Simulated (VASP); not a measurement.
# Relaxed cell of Pt (Platinum): a test of cutoff and mesh, part 2 of 2

How far does the relaxed cell of Pt (Platinum) depend on cutoff and k mesh? The starting structure is a measured crystal structure from the Crystallography Open Database.

VASP 6.6.1.

Results so far: reference 15.03 Å³ an atom; a cutoff of 230 eV 14.84 Å³ an atom; a 7×7×7 mesh 15.11 Å³ an atom.

## (5) Relaxation with a cutoff of 390 eV (continued)

Level of this step: PBEsol; plane waves and PAW (Pt) (VASP).

Parts of OUTCAR (step 5):

```text
  Total        0.0001943      0.0001943      0.0001943      0.0000000      0.0000000      0.0000000
  in kB        0.0207242      0.0207242      0.0207242      0.0000000      0.0000000      0.0000000
  external PRESSURE =       0.0207242 kB  Pullay stress =       0.0000000 kB

 POSITION                                       TOTAL-FORCE (eV/Angst)
 -----------------------------------------------------------------------------------
      0.00000      0.00000      0.00000        -0.000000     -0.000000     -0.000000
 -----------------------------------------------------------------------------------
    total drift:                                0.000000     -0.000000      0.000000

  FREE ENERGIE OF THE ION-ELECTRON SYSTEM (eV)
  ---------------------------------------------------
  free  energy   TOTEN  =        -6.9639283009 eV

  energy  without entropy=       -6.9616566242  energy(sigma->0) =       -6.96317108

[... 2 parts as in an earlier step ...]

[... 2 further parts left out ...]
[key lines of the parts left out:]
E-fermi :  11.1989
```

With a cutoff of 390 eV the cell ends at 15.020 Å³ an atom, -0.06 % from the reference.

## (6) Relaxation with a 16×16×16 mesh

Against step 2 the input has a 16×16×16 mesh.

Input file INCAR:

```
SYSTEM = Pt
PREC = Accurate
ENCUT = 450
EDIFF = 1E-06
NELM = 100
ISMEAR = 1
SIGMA = 0.1
LREAL = .FALSE.
ALGO = Normal
GGA = PS
NBANDS = 11
LORBIT = 11
LWAVE = .FALSE.
LCHARG = .FALSE.
KPAR = 2
IBRION = 2
NSW = 50
ISIF = 3
EDIFFG = -0.01
```

Input file POSCAR:

```
Pt
1.0
    0.0000000000      1.9615500000      1.9615500000
    1.9615500000      0.0000000000      1.9615500000
    1.9615500000      1.9615500000      0.0000000000
Pt
1
Direct
    0.0000000000      0.0000000000      0.0000000000
```

Input file KPOINTS:

```
Automatic mesh
0
Gamma
16 16 16
0 0 0
```

Potentials, in the order of the species: Pt (PBE family, release 64).

Started as:

```bash
> mpirun -np 2 vasp_std
```

Log:

```text
[... set-up lines as in an earlier step ...]
 entering main loop
       N       E                     dE             d eps       ncg     rms          rms(c)
DAV:   1     0.337657112538E+02    0.33766E+02   -0.49133E+03  3337   0.743E+02
DAV:   2    -0.685625675673E+01   -0.40622E+02   -0.38787E+02  3682   0.163E+02
DAV:   3    -0.741633574101E+01   -0.56008E+00   -0.55444E+00  3706   0.180E+01
DAV:   4    -0.741854627172E+01   -0.22105E-02   -0.22104E-02  3688   0.135E+00
[...]
DAV:   9    -0.696067072303E+01    0.23997E-03   -0.11437E-04  3568   0.101E-01    0.315E-02
DAV:  10    -0.696067501944E+01   -0.42964E-05   -0.27738E-06  3836   0.116E-02    0.453E-03
DAV:  11    -0.696067520365E+01   -0.18421E-06   -0.58281E-08  1937   0.220E-03
   1 F= -.69606752E+01 E0= -.69604094E+01  d E =-.696068E+01
[...]
N       E                     dE             d eps       ncg     rms          rms(c)
DAV:   1    -0.699558652261E+01   -0.34912E-01   -0.79440E-01  3328   0.836E+00    0.144E+00
[...]
DAV:   5    -0.695762468563E+01    0.70919E-05   -0.10035E-05  3520   0.286E-02    0.505E-03
DAV:   6    -0.695762639166E+01   -0.17060E-05   -0.41698E-07  3026   0.382E-03    0.591E-04
DAV:   7    -0.695762638374E+01    0.79198E-08   -0.16869E-08  1733   0.973E-04
   2 F= -.69576264E+01 E0= -.69573898E+01  d E =0.304882E-02
 trial-energy change:    0.003049  1 .order    0.003136   -0.003117    0.009389
 step:   0.2572(harm=  0.2492)  dis= 0.00000  next Energy=    -6.961078 (dE=-0.402E-03)
[...]
N       E                     dE             d eps       ncg     rms          rms(c)
DAV:   1    -0.698217409609E+01   -0.24548E-01   -0.43957E-01  3325   0.622E+00    0.100E+00
DAV:   2    -0.696224097634E+01    0.19933E-01   -0.53861E-02  3274   0.177E+00    0.433E-01
DAV:   3    -0.696103205754E+01    0.12089E-02   -0.54007E-03  3655   0.534E-01    0.228E-01
DAV:   4    -0.696108057932E+01   -0.48522E-04   -0.19468E-04  3533   0.904E-02    0.145E-02
DAV:   5    -0.696108256136E+01   -0.19820E-05   -0.29257E-06  3961   0.120E-02    0.376E-03
DAV:   6    -0.696108275630E+01   -0.19495E-06   -0.17902E-07  2127   0.240E-03
   3 F= -.69610828E+01 E0= -.69608246E+01  d E =-.407553E-03
[...]
reached required accuracy - stopping structural energy minimisation
```

It took 7.6 s on 2 MPI ranks of Intel Xeon 6975P-C (Granite Rapids), shared host; peak memory 0.27 GiB.

Parts of OUTCAR (step 6):

```text
  Total       -0.0001577     -0.0001577     -0.0001577      0.0000000      0.0000000      0.0000000
  in kB       -0.0168277     -0.0168277     -0.0168277      0.0000000      0.0000000      0.0000000
  external PRESSURE =      -0.0168277 kB  Pullay stress =       0.0000000 kB

 POSITION                                       TOTAL-FORCE (eV/Angst)
 -----------------------------------------------------------------------------------
      0.00000      0.00000      0.00000         0.000000      0.000000      0.000000
 -----------------------------------------------------------------------------------
    total drift:                                0.000000     -0.000000     -0.000000

  FREE ENERGIE OF THE ION-ELECTRON SYSTEM (eV)
  ---------------------------------------------------
  free  energy   TOTEN  =        -6.9610827563 eV

  energy  without entropy=       -6.9603082188  energy(sigma->0) =       -6.96082458

[... 1 part as in an earlier step ...]

[... 3 further parts left out ...]
[key lines of the parts left out:]
E-fermi :  11.1580
```

With a 16×16×16 mesh the cell ends at 15.013 Å³ an atom, -0.11 % from the reference.

## (7) Comparison

```csv
run,volume (Å³/atom),change (%),pressure left (GPa),core minutes
reference,15.029,-,0.04,0.14
a cutoff of 230 eV,14.838,-1.27,-0.01,0.0667
a 7×7×7 mesh,15.106,0.51,0.01,0.0667
a cutoff of 390 eV,15.02,-0.06,0.0,0.12
a 16×16×16 mesh,15.013,-0.11,0.0,0.253
```

Core minutes are wall time times ranks, summed over the relaxations behind a row (those for a bulk modulus apart), on shared hosts.

## (8) Results

```yaml
volume_of_the_reference: 15.03 Å³/atom
volume_against_the_reference_a_cutoff_of_230_ev: -1.27 %
volume_against_the_reference_a_7x7x7_mesh: +0.51 %
volume_against_the_reference_a_cutoff_of_390_ev: -0.06 %
volume_against_the_reference_a_16x16x16_mesh: -0.11 %
```

What this shows: The volume moves most with a cutoff of 230 eV: -1.27 % against the reference (450 eV, 12×12×12 mesh). On finer settings it changes by -0.11 % with a 16×16×16 mesh. The relaxations stop with up to 0.04 GPa left, which at a bulk modulus of 50 GPa, to name a scale, is 0.09 % of the volume. A cell that shrinks at the lower cutoff is the usual mark of Pulay stress, the error that a plane-wave basis makes when it is kept while the volume changes. Further runs on this material are not shown.

[Lines on the potential files, build, host, timing and source positions are cut from VASP's logs without a mark.]

[Logs are printed without paths, hosts, clocks, repeated set-up lines and the standing remarks that a program may print on its own settings, such as how far it seeks lower states.]

[Hosts, paths, dates, database ids (printed as entryN), source tags and the programs' standing remarks are cut or masked in the printed files.]
